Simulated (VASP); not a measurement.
```
CELL_PARAMETERS angstrom
      3.89942     0.00000     0.00000
      0.00000     3.89942     0.00000
      0.00000     0.00000     6.93431
ATOMIC_POSITIONS crystal
  Cd 0.50000 0.50000 0.00000
  P  0.00000 0.00000 0.50000
  Pd 0.00000 0.00000 0.00000
  Pd 0.50000 0.00000 0.69928
  Pd 0.50000 0.00000 0.30072
  Pd 0.00000 0.50000 0.69928
  Pd 0.00000 0.50000 0.30072
```

Method: PBEsol GGA, VASP's PBE PAW potentials (set 64) (plane waves; VASP). Numerical set-up: 300 eV cut-off, 7×7×4 Γ-centred mesh, Fermi-Dirac smearing of 0.10 eV, potentials Cd P Pd.

**Question.** What does the run give for the energy per atom (σ→0), band gap (on the k-mesh) with the smallest direct gap where there is one?

**Answer.** 
```yaml
band gap (on the k-mesh): none (metal, semimetal or under 0.01 eV)
energy per atom (σ→0): -5.739 eV/atom
```

Only differences to runs with the same potentials and settings are physical.

The structure comes from a computed database's CdPPd5 entry; how it stands against other phases isn't given here. The cell was not relaxed at this level. The electron count is odd and the run is not spin-polarised, which forces a metal.
